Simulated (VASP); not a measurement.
Consider the following.

```
MgSn
1.0
    3.32413     0.00000     0.00000
    0.00000     3.32413     0.00000
    0.00000     0.00000     4.19652
Mg Sn
1 1
Direct
  0.00000   0.00000   0.00000
  0.50000   0.50000   0.50000
```

These are PBEsol GGA, VASP's PBE PAW potentials (set 64) (plane waves; VASP) values and carry that method's errors. Settings: 400 eV cut-off, Gaussian smearing of 0.050 eV, potentials Mg Sn_d.

Unless said otherwise, spin-orbit coupling is left out, though it shifts the bands of the heavy elements here.

Estimate the band gap (along the path) with the smallest direct gap where there is one.

band gap (along the path): none (metal, semimetal or under 0.01 eV)

Only differences to runs with the same potentials and settings are physical.

The structure comes from a computed database's MgSn entry (P4/mmm); how it stands against other phases isn't given here. It was relaxed first.
